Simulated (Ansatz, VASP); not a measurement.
## CoH3 in two plane-wave programs

One calculation is typed for both programs; each brings its own data sets. How far apart do they land? The cell is taken from a series of runs on this material, whose earlier steps may have relaxed, scaled, displaced or heated it; both programs get it as it stands.

Calculated with Ansatz 0.2.0; plane waves, with VASP 6.6.1 beside it; relaxation of cell and atoms at PBE.

**1. The starting structure**

The structure is cubic, space group Pm-3m (No. 221). The conventional cell has a = 2.612 Å, b = 2.612 Å, c = 2.612 Å, α = 90.00°, β = 90.00°, γ = 90.00°. Nearest to Co lie 12 H at 1.85 Å. Nearest to H lie 8 H at 1.85 Å and 4 Co at 1.85 Å. Farther neighbours are not listed.

Coordinates:

```
Co H
1.0
     2.61231    0.00000    0.00000
     0.00000    2.61231    0.00000
     0.00000    0.00000    2.61231
Co H
1 3
Cartesian
  0.0000 0.0000 0.0000
  0.0000 1.3062 1.3062
  1.3062 0.0000 1.3062
  1.3062 1.3062 0.0000
```

**2. VASP: relaxation of cell and atoms, PBE, pair 1**

The relaxed volume is the usual yardstick between codes: in a stiff, nearly cubic crystal its relative difference is about their pressure difference at one cell divided by the bulk modulus.

Lines of VASP's logs that name or quote its potential files are left out, and so is its time.

The input, INCAR:

```
SYSTEM = CoH3
PREC = Accurate
ENCUT = 600
EDIFF = 1E-07
NELM = 120
ISMEAR = 1
SIGMA = 0.2
LREAL = .FALSE.
ALGO = Normal
GGA = PE
NBANDS = 12
LASPH = .TRUE.
LORBIT = 11
LWAVE = .FALSE.
LCHARG = .FALSE.
ISIF = 3
IBRION = 2
NSW = 80
EDIFFG = -0.005
GGA_COMPAT = .FALSE.
NELMIN = 4
KPAR = 2
```

The input, POSCAR:

```
CoH3
1.0
    2.6123050000      0.0000000000      0.0000000000
    0.0000000000      2.6123050000      0.0000000000
    0.0000000000      0.0000000000      2.6123050000
Co H
1 3
Direct
    0.0000000000      0.0000000000      0.0000000000
    0.0000000000      0.4999998086      0.4999998086
    0.4999998086      0.0000000000      0.4999998086
    0.4999998086      0.4999998086      0.0000000000
```

The input, KPOINTS:

```
Automatic mesh
0
Gamma
16 16 16
0 0 0
```

The projector-augmented-wave data sets are Co and H (PBE family, release 64).

Started as:

```
> mpirun -np 2 vasp_std
```

Numbers of over 12 decimals in the logs are rounded to 6 here.

Output:

```text
[banner, memory and clock lines left out]
running    2 mpi-ranks, on    1 nodes
 distrk:  each k-point on    1 cores,    2 groups
 distr:  one band on    1 cores,    1 groups

 POSCAR found type information on POSCAR CoH
 POSCAR found :  2 types and       4 ions
 LDA part: xc-table for (Slater+PW92), standard interpolation
 POSCAR, INCAR and KPOINTS ok, starting setup
 FFT: planning ... GRIDC
 FFT: planning ... GRID_SOFT
 FFT: planning ... GRID
 WAVECAR not read
 entering main loop
       N       E                     dE             d eps       ncg     rms          rms(c)
DAV:   1     0.407945267949E+02    0.40795E+02   -0.61879E+03  4004   0.128E+03
DAV:   2    -0.160492197119E+02   -0.56844E+02   -0.52444E+02  4188   0.209E+02
DAV:   3    -0.179939487886E+02   -0.19447E+01   -0.19320E+01  4552   0.454E+01
DAV:   4    -0.180149543382E+02   -0.21006E-01   -0.20998E-01  4492   0.422E+00
DAV:   5    -0.180156005076E+02   -0.64617E-03   -0.64613E-03  4780   0.761E-01    0.146E+01
DAV:   6    -0.180559524223E+02   -0.40352E-01   -0.42055E+01  4512   0.875E+01    0.108E+01
DAV:   7    -0.162287368798E+02    0.18272E+01   -0.16247E+01  4636   0.535E+01    0.295E+00
DAV:   8    -0.161984994133E+02    0.30237E-01   -0.16769E-01  5016   0.449E+00    0.798E-01
DAV:   9    -0.161974540601E+02    0.10454E-02   -0.13274E-02  5544   0.989E-01    0.286E-01
DAV:  10    -0.161972205265E+02    0.23353E-03   -0.98854E-04  5076   0.332E-01    0.101E-01
DAV:  11    -0.161971918328E+02    0.28694E-04   -0.50338E-05  4372   0.823E-02    0.760E-03
DAV:  12    -0.161971917677E+02    0.65104E-07   -0.23099E-06  4792   0.187E-02    0.367E-03
DAV:  13    -0.161971912074E+02    0.56026E-06   -0.20609E-07  4176   0.606E-03    0.357E-04
DAV:  14    -0.161971911541E+02    0.53337E-07   -0.43288E-09  2192   0.586E-04
   1 F= -.16197191E+02 E0= -.16197599E+02  d E =-.161972E+02
 curvature:   0.00 expect dE= 0.000E+00 dE for cont linesearch  0.000E+00
 trial: gam= 0.00000 g(F)=  0.000E+00 g(S)=  0.260E-04 ort = 0.000E+00 (trialstep = 0.100E+01)
 search vector abs. value=  0.260E-04
 bond charge predicted
       N       E                     dE             d eps       ncg     rms          rms(c)
DAV:   1    -0.161973432357E+02   -0.15203E-03   -0.20435E-03  4388   0.718E-01    0.988E-02
DAV:   2    -0.161973464910E+02   -0.32553E-05   -0.31814E-03  4632   0.758E-01    0.784E-02
DAV:   3    -0.161972117847E+02    0.13471E-03   -0.96691E-04  4584   0.424E-01    0.168E-02
DAV:   4    -0.161972078131E+02    0.39716E-05   -0.80905E-06  5072   0.296E-02    0.119E-03
DAV:   5    -0.161972077498E+02    0.63256E-07   -0.13402E-07  3184   0.383E-03
   2 F= -.16197208E+02 E0= -.16197613E+02  d E =-.165957E-04
 trial-energy change:   -0.000017  1 .order   -0.000015   -0.000026   -0.000004
 step:   1.1068(harm=  1.1625)  dis= 0.00000  next Energy=   -16.197208 (dE=-0.168E-04)
 reached required accuracy - stopping structural energy minimisation
```

Parts of OUTCAR (step 2):

```text
ion  position               nearest neighbor table
   1  0.000  0.000  0.000-   2 1.85   3 1.85   4 1.85   2 1.85   3 1.85   2 1.85   4 1.85   3 1.85
                             4 1.85   2 1.85   3 1.85   4 1.85
   2  0.000  0.500  0.500-   1 1.85   1 1.85   1 1.85   1 1.85
   3  0.500  0.000  0.500-   1 1.85   1 1.85   1 1.85   1 1.85
   4  0.500  0.500  0.000-   1 1.85   1 1.85   1 1.85   1 1.85

  LATTYP: Found a simple cubic cell.
 ALAT       =     2.6123050000

 Subroutine GETGRP returns: Found 48 space group operations
 (whereof 48 operations were pure point group operations)

The static configuration has the point symmetry O_h .

 Found    165 irreducible k-points:

   k-points           NKPTS =    165   k-points in BZ     NKDIM =    165   number of bands    NBANDS=     12

   dimension x,y,z NGX =    24 NGY =   24 NGZ =   24
   dimension x,y,z NGXF=    48 NGYF=   48 NGZF=   48

   ENCUT  =  600.0 eV  44.10 Ry    6.64 a.u.   5.22  5.22  5.22*2*pi/ulx,y,z

   NELECT =      12.0000    total number of electrons

 k-points in reciprocal lattice and weights: Automatic mesh
   0.00000000  0.00000000  0.00000000       0.000
   0.06250000  0.00000000  0.00000000       0.001
   0.12500000  0.00000000  0.00000000       0.001
   0.18750000  0.00000000  0.00000000       0.001
   0.25000000  0.00000000  0.00000000       0.001
   0.31250000  0.00000000  0.00000000       0.001
   0.37500000  0.00000000  0.00000000       0.001
   0.43750000  0.00000000  0.00000000       0.001
   0.50000000  0.00000000  0.00000000       0.001
[...]
0.50000000  0.50000000  0.43750000       0.001
   0.50000000  0.50000000  0.50000000       0.000

 average (electrostatic) potential at core
       1 -80.6020       2 -29.8677       3 -29.8677       4 -29.8677

 E-fermi :   8.3072

 k-point     1 :       0.0000    0.0000    0.0000
  band No.  band energies     occupation
    ...
      2       3.6171      2.00000
      3       3.6171      2.00000
      4       7.3947      2.00000
      5       7.3947      2.00000
      6       7.3947      2.00000
      7      14.1542      0.00000
      8      14.1542      0.00000
      9      18.6894      0.00000
     10      18.6894      0.00000
     11      18.6894      0.00000
    ...

 k-point     2 :       0.0625    0.0000    0.0000
  band No.  band energies     occupation
    ...
      2       3.6008      2.00000
      3       3.6610      2.00000
      4       7.3498      2.00000
      5       7.3498      2.00000
      6       7.3978      2.00000
      7      13.6005      0.00000
      8      14.0811      0.00000
      9      18.8222      0.00000
     10      18.8222      0.00000
     11      18.9642      0.00000
    ...

 k-point     3 :       0.1250    0.0000    0.0000
  band No.  band energies     occupation
    ...
      2       3.5305      2.00000
      3       3.7895      2.00000
      4       7.2251      2.00000
      5       7.2251      2.00000
      6       7.4066      2.00000
      7      12.3950      0.00000
      8      13.8682      0.00000
      9      19.2112      0.00000
     10      19.2112      0.00000
     11      19.4786      0.00000
    ...

  Total       -0.0037499     -0.0037499     -0.0037499      0.0000000      0.0000000      0.0000000
  in kB       -0.3373462     -0.3373462     -0.3373462      0.0000000      0.0000000      0.0000000
  external PRESSURE =      -0.3373462 kB  Pullay stress =       0.0000000 kB

  energy-cutoff  :      600.00
  volume of cell :       17.81
      direct lattice vectors                 reciprocal lattice vectors
     2.611459963  0.000000000  0.000000000     0.382927563  0.000000000 -0.000000000
    -0.000000000  2.611459963 -0.000000000     0.000000000  0.382927563 -0.000000000
     0.000000000  0.000000000  2.611459963     0.000000000  0.000000000  0.382927563

 POSITION                                       TOTAL-FORCE (eV/Angst)
 -----------------------------------------------------------------------------------
      0.00000      0.00000      0.00000        -0.000000     -0.000000      0.000000
      0.00000      1.30573      1.30573         0.000000      0.000000      0.000000
      1.30573      0.00000      1.30573         0.000000      0.000000      0.000000
      1.30573      1.30573     -0.00000        -0.000000     -0.000000      0.000000
 -----------------------------------------------------------------------------------
    total drift:                               -0.000013     -0.000013     -0.000013

  FREE ENERGIE OF THE ION-ELECTRON SYSTEM (eV)
  ---------------------------------------------------
  free  energy   TOTEN  =       -16.1972077498 eV

  energy  without entropy=      -16.1984234176  energy(sigma->0) =      -16.19761297

 reached required accuracy - stopping structural energy minimisation

 total charge
# of ion       s       p       d       tot
------------------------------------------
    1        0.404   0.594   7.522   8.520
    2        0.476   0.030   0.000   0.506
    3        0.476   0.030   0.000   0.506
    4        0.476   0.030   0.000   0.506
--------------------------------------------------
tot          1.832   0.685   7.522  10.039

[... 3 further parts left out ...]
```

CONTCAR:

```
CoH3
   1.00000000000000
     2.6114599628658941    0.0000000000000000    0.0000000000000000
    -0.0000000000000000    2.6114599628658941   -0.0000000000000000
     0.0000000000000000    0.0000000000000000    2.6114599628658941
  Co              H
     1     3
Direct
     0.0000000000000000    0.0000000000000000    0.0000000000000000
     0.0000000000000000    0.4999998086000019    0.4999998086000019
     0.4999998086000019    0.0000000000000000    0.4999998086000019
     0.4999998086000019    0.4999998086000019    0.0000000000000000
```

The run keeps the 48 symmetry operations of its start, so it cannot find a distortion of lower symmetry.

**3. Ansatz: relaxation of cell and atoms, PBE, pair 1**

Ansatz runs on norm-conserving files, of PseudoDojo where its log says so.

The same cell, functional, mesh and smearing now go to Ansatz, which takes its cutoff from its data sets.

The input, input.yaml:

```yaml
crystal:
  lattice:
    - [2.6123048873, 0.0, 0.0]
    - [0.0, 2.6123048873, 0.0]
    - [0.0, 0.0, 2.6123048873]
  atoms:
    - { symbol: Co, position: [0.0, 0.0, 0.0] }
    - { symbol: H, position: [0.0, 0.5, 0.5] }
    - { symbol: H, position: [0.5, 0.0, 0.5] }
    - { symbol: H, position: [0.5, 0.5, 0.0] }
kpoints:
  mp_grid: { grid: [16, 16, 16] }
hamiltonian:
  xc: pbe
  pseudopotentials: { kind: nc }
scf:
  occupations: { method: methfessel_paxton, width: 0.2 }
output:
  forces: true
  stress: true
  eigenvalues: true
relax:
  adjacent_minimum: "off"
  f_tol: 0.001
  max_steps: 60
  cell: { stress_tol: 0.01 }
```

Started as:

```
> ansatz run input.yaml --threads 4 --pin off --max-ram 7168MiB --backend cpu --events-out ev --progress --plain --runs-dir out
```

Output:

```text
Engine: ansatz 0.2.0, aarch64-unknown-linux-gnu
Pseudopotentials: kind: nc
Pseudopotential: Co, nc, valence charge 17, recommended cutoff 1306.14654 eV (normal), Co.nc.azcp (PseudoDojo's, or run here from an input of PseudoDojo's: the run reads no file of this project's for it)
Pseudopotential: H, nc, valence charge 1, recommended cutoff 979.609905 eV (normal), H.nc.azcp
Functional definition: PBE
  parameter kappa = 0.804
  parameter beta = 0.066725
  exchange = pbe_x(kappa = kappa, mu = beta*pi^2/3)
  correlation = pbe_c(beta = beta)
Crystal: 4 atoms, lattice volume = 17.827 Å³
Basis set: ecut = 1306.14654 eV, 1935 PW (Γ), exchange–correlation on 64×64×64 points (8 copies of the dense FFT grid, shifted against one another)
Bands: 14, of which v1, the nominal top of the filled ones, is band 10 counted from 1 (9 counted from 0)
Symmetry: 48 space group operations
Space group: Pm-3m (ITA 221), of the structure as read, at distance tolerance 2.6e-5 Å
k-points: 165 of 4096
Non-local potential: Co, projectors of the file, l = 0: 2, l = 1: 2, l = 2: 2
Non-local potential: H, projectors of the file, l = 0: 2, l = 1: 1
Initial density: superposition of atomic densities (chi_scale 0.1, normalization cell, long waves kept (reshape's long-wave potential 0.00 eV rms))
Initial wavefunctions: pseudopotential atomic-orbital guess
Functional: x = pbe(κ = 0.804, μ = 0.219515), c = pbe(β = 0.066725)
SCF iter   1: F=—  HF=-4210.979928 eV  |F-HF|=—  |Δ(HF+E_count)|=         —  Δρ=8.76e-2  dr2=2.99e-1  ethr=3.10e-3  ⟨swp⟩=5.4  Hψ=11047  notcnv=0
preconditioner: auto → none  [metal: Δε(μ)=0.042 eV  Ē_g=10.472 eV  σ=0.200 eV  W_gap=0.18  n_scr=6 (ndim 8)  ℏωp=30.5 eV  f_vac=0.000  D(μ)=0.69/eV (n_scr^D=6)  sad-step TF]
SCF iter   2: F=—  HF=-4210.932116 eV  |F-HF|=—  |Δ(HF+E_count)|=   4.78e-2  S|Δr|=    0.00e0  Δρ=4.80e-2  dr2=9.92e-2  ethr=1.50e-3  ⟨swp⟩=1.0  Hψ=3630  notcnv=0
SCF iter   3: F=—  HF=-4210.971874 eV  |F-HF|=—  |Δ(HF+E_count)|=   3.98e-2  S|Δr|=    0.00e0  Δρ=4.80e-2  dr2=3.18e-1  ethr=4.96e-4  ⟨swp⟩=2.0  Hψ=4318  notcnv=0  defer=1  recentre
SCF iter   4: F=—  HF=-4210.915490 eV  |F-HF|=—  |Δ(HF+E_count)|=   5.64e-2  S|Δr|=    0.00e0  Δρ=7.98e-3  dr2=4.77e-3  ethr=4.96e-4  ⟨swp⟩=2.6  Hψ=4933  notcnv=0
SCF iter   5: F=—  HF=-4210.915371 eV  |F-HF|=—  |Δ(HF+E_count)|=   1.18e-4  S|Δr|=    0.00e0  Δρ=2.85e-4  dr2=7.28e-6  ethr=2.38e-5  ⟨swp⟩=2.0  Hψ=3304  notcnv=0
SCF iter   6: F=—  HF=-4210.915366 eV  |F-HF|=—  |Δ(HF+E_count)|=   5.81e-6  S|Δr|=    0.00e0  Δρ=6.17e-5  dr2=2.00e-7  ethr=3.64e-8  ⟨swp⟩=2.3  Hψ=3861  notcnv=0
SCF iter   7: F=-4210.915366 eV  HF=-4210.915366 eV  |F-HF|=1.50e-9  |Δ(HF+E_count)|=   3.31e-7  S|Δr|=    0.00e0  Δρ=7.31e-6  dr2=3.31e-9  ethr=5.00e-10  ⟨swp⟩=7.1  Hψ=11978  notcnv=0
SCF 1 converged in 7 iterations: F = -4210.915366 eV  dr2 = 3.31e-9
relax step   1: F+E_penalty+E_count = -4210.91536601 eV  Δ(F+E_penalty+E_count) = +0.000e0 eV  max|allowed force component| = 5.255e-30 eV/Å  Δτ_max = 0.0000 Å  P = -0.041 GPa  Ω = 17.827 Å³  (7 SCF iters, dr2 threshold 1.00e-7 eV, accepted)
[...]
relax step   2: F+E_penalty+E_count = -4210.91536760 eV  Δ(F+E_penalty+E_count) = -1.585e-6 eV  max|allowed force component| = 1.586e-30 eV/Å  Δτ_max = 0.0000 Å  P = -0.009 GPa  Ω = 17.824 Å³  energy of the carried Pulay correction = +1.172e-6 eV  (3 SCF iters, dr2 threshold 4.16e-9 eV, accepted)
[...]
relax step   3: F+E_penalty+E_count = -4210.91536576 eV  Δ(F+E_penalty+E_count) = +1.836e-6 eV  max|allowed force component| = 2.239e-31 eV/Å  Δτ_max = 0.0000 Å  P = -0.009 GPa  Ω = 17.824 Å³  stress off target by 9.21e-3 GPa  SCF on the basis re-selected at this cell (its energy is not comparable with the rows above)  (5 SCF iters)
basis re-selected at this cell: Δ(F+E_penalty+E_count) = +1.836e-6 eV, ΔP = +0.000 GPa vs the last step (what re-selecting the basis moved, of the pressure what is left beyond the Pulay correction that the steps carried, after the strain that the cell walked since its last selection, with what the two solves' SCF thresholds leave and, on support functions, any second-order correction that the steps lacked; it is no m [...]
SCF converged after 5 iterations
Stability not checked: this state was not tested for a lower state beside it, because cold or Methfessel-Paxton smearing, or corrected tetrahedra, fill the levels in a way that the test cannot read (fill_not_monotonic; see scf.lower_state_search)
Free energy (F): -4210.915366 eV
Harris-Foulkes:  -4210.915366 eV  (|F-HF|=1.82e-12)
Internal energy: -4210.916673 eV  (E = F + TS)
E sigma→0 (E₀):  -4210.915693 eV
Entropy (-TS):   0.001307 eV (0.327 meV/atom)
Fermi energy:    14.125339 eV
Step filling:    the computed levels leave a gap of 0.0365 eV = 0.2 smearing widths at the electron count; against every level under it full and every level over it empty, smearing changes F+E_penalty+E_count by +0.384 meV and its σ→0 estimate by +0.057 meV
--- Per-component energies (eV) ---
  E_band       = -309.446377
  E_kinetic    = 1893.223204
  E_local      = -3596.802487  (includes V_loc(G=0)·N_el)
  E_nonlocal   = -520.492407
  E_hartree    = 1262.683913
  E_xc         = -792.593207
  E_vxc        = -610.742523  (∫ρ·V_xc dr)
  E_ewald      = -2456.935688
  E_smearing   = 0.001307  (= −TS)
  E_closure    = -0.000000  (closes the sum)
  Σ components = -4210.915366   (vs F -4210.915366, Δ=0.00e0)
--- Forces (eV/Å), atoms counted from 1 ---
  atom   1  Co    -0.00000000     0.00000000    -0.00000000
  atom   2  H      0.00000000     0.00000000     0.00000000
  atom   3  H      0.00000000     0.00000000    -0.00000000
  atom   4  H     -0.00000000     0.00000000     0.00000000
  max |Σ_I F_I| component: 3.23e-31 eV/Å
--- Stress (GPa, compression-positive) ---
       -0.009208       0.000000      -0.000000
        0.000000      -0.009208      -0.000000
       -0.000000      -0.000000      -0.009208
  P = ⅓ Tr σ = -0.0092 GPa (-0.092 kbar)
--- Band table (eV; the first three rows and the last of 165) ---
  k-point 0: bands = [... 6 lower, 9.4134, 13.2515, 13.2515, 13.2515, 19.9587, 19.9587, 24.4664, 24.4664]
  k-point 1: bands = [... 6 lower, 9.4574, 13.2061, 13.2061, 13.2547, 19.4038, 19.8850, 24.5995, 24.5995]
  k-point 2: bands = [... 6 lower, 9.5860, 13.0801, 13.0801, 13.2636, 18.1975, 19.6706, 24.9888, 24.9888]
  k-point 164: bands = [... 6 lower, 7.7665, 13.8564, 13.8564, 18.3204, 18.3204, 18.3204, 19.1189, 19.1189]
--- Relaxed structure (2 steps of the walk, 2 accepted, 1 SCFs on fresh bases) ---
  F+E_penalty+E_count = -4210.91536576 eV   max|allowed force component| = 2.239e-31 eV/Å   (the final SCF, on the basis selected at the relaxed cell)
  cell:  # Å, volume = 17.8241 Å³
    - [2.612175, 0, 0]
    - [0, 2.612175, 0.0]
    - [0, 0.0, 2.612175]
  atoms:
    - { symbol: Co, position: [0, 0, 0] }
    - { symbol: H, position: [0, 0.5, 0.5] }
    - { symbol: H, position: [0.5, 0, 0.5] }
    - { symbol: H, position: [0.5, 0.5, 0] }
```

**4. Side by side**

Known differences besides the potentials themselves: the data sets hold 20 valence electrons in Ansatz (on norm-conserving files, of PseudoDojo where its log says so) and 12 in VASP; the cutoff is 1306.15 eV in Ansatz and 600 eV in VASP; Ansatz adds a Pulay correction to the stress that steers its cell, VASP none. Total energies have different zeros and are not compared.

The two programs side by side:

| quantity | Ansatz | VASP | difference |
| --- | --- | --- | --- |
| volume (Å³) | 17.82 | 17.81 | +0.08 % |
| edge a after relaxation, in the typed setting (Å) | 2.612 | 2.611 | +0.03 % |

**5. Ansatz: relaxation of cell and atoms, PBE, pair 2**

The relaxed volume is the usual yardstick between codes: in a stiff, nearly cubic crystal its relative difference is about their pressure difference at one cell divided by the bulk modulus. Its start cell is another than that of the pair before, and may be another structure of the material.

The cell is taken from a series of runs on this material, whose earlier steps may have relaxed, scaled, displaced or heated it; both programs get it as it stands.

input.yaml, the sections that differ from step 3:

```yaml
crystal:
  lattice:
    - [2.6081779855, 0.0, 0.0]
    - [0.0, 2.6081779855, 0.0]
    - [0.0, 0.0, 2.6824152396]
  atoms:
    - { symbol: Co, position: [0.0, 0.0, 0.9743635265] }
    - { symbol: H, position: [0.0, 0.5, 0.5649614158] }
    - { symbol: H, position: [0.5, 0.5, 0.0278344223] }
    - { symbol: H, position: [0.5, 0.0, 0.5649614158] }
# kpoints, hamiltonian, scf, output, relax: as in step 3
```

Output:

```text
[...]
Crystal: 4 atoms, lattice volume = 18.247 Å³
Basis set: ecut = 1306.14654 eV, 1959 PW (Γ), exchange–correlation on 64×64×64 points (8 copies of the dense FFT grid, shifted against one another)
Bands: 14, of which v1, the nominal top of the filled ones, is band 10 counted from 1 (9 counted from 0)
Symmetry: 8 space group operations
[...]
--- Relaxed structure (1 steps of the walk, 1 accepted, 1 SCFs on fresh bases) ---
[...]
cell:  # Å, volume = 18.2474 Å³
    - [2.6081779855, 0.0, 0.0]
    - [0.0, 2.6081779855, 0.0]
    - [0.0, 0.0, 2.6824152396]
  atoms:
    - { symbol: Co, position: [0.0, 0.0, 0.974364] }
    - { symbol: H, position: [0.0, 0.5, 0.564961] }
    - { symbol: H, position: [0.5, 0.5, 0.0278344223] }
    - { symbol: H, position: [0.5, 0.0, 0.564961] }
[key lines of the parts left out:]
SCF converged after 6 iterations
Free energy (F): -4210.928769 eV
Fermi energy:    13.596521 eV
P = ⅓ Tr σ = 0.0021 GPa (0.021 kbar)
```

(Continued in part 2 of 2.)

[Lines on the potential files, build, host, timing and source positions are cut from VASP's logs without a mark.]

[Logs are printed without paths, hosts, clocks, repeated set-up lines and the standing remarks that a program may print on its own settings, such as how far it seeks lower states.]

[Hosts, paths, dates, database ids (printed as entryN), source tags and the programs' standing remarks are cut or masked in the printed files.]
